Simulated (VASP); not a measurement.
Energy against volume of Nb (bcc). Level of theory: RPBE GGA, VASP's PBE PAW potentials (set 64) (plane waves; VASP). Settings: 520 eV cut-off, 15×15×15 Γ-centred mesh, first-order Methfessel-Paxton smearing of 0.10 eV, potentials Nb_sv.

```json
[
 {"V (Å³/atom)": "17.898", "E (eV/atom)": "-9.68943"},
 {"V (Å³/atom)": "18.452", "E (eV/atom)": "-9.69787"},
 {"V (Å³/atom)": "19.005", "E (eV/atom)": "-9.68931"},
 {"V (Å³/atom)": "19.559", "E (eV/atom)": "-9.66634"}
]
```

**Question.** Fit these four points and predict the energy of the run at 17.345 Å³/atom.

**Answer.** A cubic in V^(−2/3), the third-order Birch-Murnaghan form, passes through the four points with V0 = 18.43 Å³/atom and B0 = 164 GPa, and gives -9.6609 eV/atom there. The run gave -9.6610 eV/atom, -0.1 meV/atom from the fit; all five points give B0 = 164 GPa.

The compound is Nb in the bcc structure. It was relaxed first.
